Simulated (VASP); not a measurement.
Input of a VASP 6.6.1 run:

Contents of INCAR:

```
SYSTEM = Si5H26F6
  ALGO = Fast
  EDIFF = 1E-6
  ENCUT = 520
  GGA = PE
  ISIF = 2
  ISMEAR = -1
  IVDW = 12
  LASPH = .True.
  LCHARG = .False.
  LREAL = Auto
  LWAVE = .False.
  NBANDS = 68
  NELM = 60
  PREC = Accurate
  SIGMA = 0.05
```

File KPOINTS:

```
k-points
0
Gamma
  1 1 1
  0 0 0
```

Contents of POSCAR:

```
Si5H26F6
1.0
    8.4230660000      0.0000000000      0.0000000000
    0.0000000000      8.4230660000      0.0000000000
    0.0000000000      0.0000000000      8.4230660000
Si H F
5 26 6
Direct
    0.8694696207      0.5174006710      0.2777017300
    0.1240047270      1.0368196094      1.0090506236
    0.3001044988      0.4209987195      0.5022636650
    0.6387104173      0.6514492466      0.7708238307
    0.1803856221      0.8726394878      0.4442325396
    0.9169463946      0.6030701885      0.4295822922
    0.6863890180      0.5824482439      0.2643811648
    0.9740989801      0.5507258283      0.1355325959
    0.8726394878      0.3469283038      0.3144460699
   -0.0208118991      1.0886890830      1.0862315456
    0.0944905335      1.1429092447      0.8564221152
    0.2631939486      1.0946726525      1.0906361175
    0.1610221266      0.8543682312      0.9855199995
    0.3179721018      0.2626953178      0.5806555475
    0.1776668971      0.3804790322      0.3634068640
    0.2546578645      0.5624080353      0.5647943397
    0.4348297876      0.4424279710      0.3594178177
    0.7173278709      0.7920512554      0.6955305823
    0.5483751404      0.6928237295      0.9357044098
    0.5242271638      0.5627048393      0.6604127286
    0.7646384345      0.5060033959      0.7861626633
    0.1612358255      0.7618366044      0.3148972120
    0.3520570776      0.8317636357      0.5024298753
    0.1846596002      1.0335903815      0.3807164754
    0.0832001079      0.8711554676      0.6053971321
    0.4359813873      0.9698843628      0.6608757429
    0.0520950447      0.3531493164      0.8644833128
    0.6637369338      0.1194220727     -0.0635872971
    0.8724257889      0.1750431494      0.2992022145
    0.7221479684      0.0480703820      0.5876363785
    0.4103019019      0.5444810714      1.0612525178
    0.4236937001      0.9492030574      0.7787781789
    0.0546238151      0.4620407818      0.8309682009
    0.6933935933      0.2007582512      0.0057936148
    0.8697070639      0.0717434720      0.3630625713
    0.7223379230      0.1203837178      0.6661588547
    0.3006150017      0.5626336063      1.0476588929
```

Potentials or basis: VASP PAW PBE potentials, release 64 (Si, H, F).

The run is started by

```bash
$ cat potpaw_PBE.64/Si/POTCAR potpaw_PBE.64/H/POTCAR potpaw_PBE.64/F/POTCAR > POTCAR
$ mpirun -np 1 vasp_gam > vasp.out
```

(1) Estimate the pressure.

(2) Predict the dispersion energy per atom.

(3) What does it give for the band gap on the k mesh?

Answers

(1) -1.7 GPa.

(2) -0.036 eV.

(3) 4.65 eV, direct.
